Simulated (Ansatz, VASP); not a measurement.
# SnC2 in VASP and in Ansatz

Contents of INCAR:

```
SYSTEM = SnC2
PREC = Accurate
ENCUT = 520
EDIFF = 1E-7
ISMEAR = 0
SIGMA = 0.1
LREAL = .FALSE.
LASPH = .TRUE.
NELM = 100
ALGO = Normal
ISIF = 2
LWAVE = .FALSE.
LCHARG = .TRUE.
GGA = PE
LELF = .TRUE.
LVHAR = .TRUE.
NBANDS = 31
```

Contents of KPOINTS:

```
Automatic mesh
0
G
  4 4 4
  0 0 0
```

The input POSCAR:

```
SnC2
1.0
    4.5194405383      0.0000000000      0.0000000000
    0.0000000000      4.5194405383      0.0000000000
    0.0000000000      0.0000000000      4.5194405383
Sn C
2 4
Direct
    0.0000000000      0.0000000000      0.0000000000
    0.5000000000      0.5000000000      0.5000000000
    0.2500000000      0.2500000000      0.2500000000
    0.2500000000      0.7500000000      0.7500000000
    0.7500000000      0.7500000000      0.2500000000
    0.7500000000      0.2500000000      0.7500000000
```

Input for Ansatz:

```yaml
crystal:
  lattice:
    - [4.5194405383, 0.0, 0.0]
    - [0.0, 4.5194405383, 0.0]
    - [0.0, 0.0, 4.5194405383]
  atoms:
    - { symbol: Sn, position: [0.0, 0.0, 0.0] }
    - { symbol: Sn, position: [0.5, 0.5, 0.5] }
    - { symbol: C, position: [0.25, 0.25, 0.25] }
    - { symbol: C, position: [0.25, 0.75, 0.75] }
    - { symbol: C, position: [0.75, 0.75, 0.25] }
    - { symbol: C, position: [0.75, 0.25, 0.75] }
basis:
  ecutwfc: 420
kpoints:
  mp_grid: { grid: [4, 4, 4] }
hamiltonian:
  xc: pbe
scf:
  occupations: { method: gaussian, width: 0.1 }
  lower_state_search: "off"
output:
  forces: true
  stress: true
  eigenvalues: true
```

Alike in both runs: task single point; functional PBE; k mesh 4 × 4 × 4; occupations gaussian, width 0.1 eV; no spin polarisation.

|  | VASP | Ansatz |
| --- | --- | --- |
| version | VASP 6.6.1 | Ansatz 0.2.0 |
| potentials or method | VASP PAW PBE potentials, release 64 (Sn_d, C) | scalar-relativistic, plane waves, PAW |
| plane-wave cutoff (eV) | 520 | 420 |
| valence electrons in the cell | 44 | 44 |

```csv
,VASP,Ansatz,Ansatz less VASP
gap on the k mesh at the Fermi level (eV),none,none,-
pressure (GPa),26.9,27.5,+0.60
```

A gap of «none» marks a metal or a gap that the smearing closes.

Caveats: so large a pressure means that the cell lies far from this level's equilibrium, or that cutoff or potentials fall short (VASP).
